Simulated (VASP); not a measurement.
Data:

```
Al3Ti
1.0
    3.90852     0.00000     0.00000
    0.00000     3.90852     0.00000
    0.00000     0.00000     3.90852
Ti Al
1 3
Direct
  0.00000   0.00000   0.00000
  0.50000   0.50000   0.00000
  0.00000   0.50000   0.50000
  0.50000   0.00000   0.50000
```

Method: LDA (Ceperley-Alder, Perdew-Zunger), VASP's LDA PAW potentials (set 64) (plane waves; VASP). Settings: 400 eV cut-off, Gaussian smearing of 0.050 eV, potentials Ti_sv Al.

### Question
Give the energies of bands 5 to 13 at the high-symmetry points, in eV from the Fermi level.

### Answer

```tsv
band	Γ	X	M	R
5	-11.02	-8.97	-7.46	-5.28
6	-3.22	-8.14	-6.22	-5.28
7	-3.22	-2.36	-6.22	-5.28
8	-2.20	-2.36	-5.14	-5.11
9	-2.20	-2.32	-1.34	-3.54
10	-2.20	0.37	-1.34	-3.54
11	0.11	0.77	0.61	-3.54
12	0.11	0.77	0.86	0.26
13	0.11	0.92	1.08	1.18
```

It has no gap at this level: it comes out as a metal or semimetal.

The structure comes from a computed database's TiAl3 entry (Pm-3m); how it stands against other phases isn't given here. It was relaxed first. The electron count is odd and the run is not spin-polarised, which forces a metal.
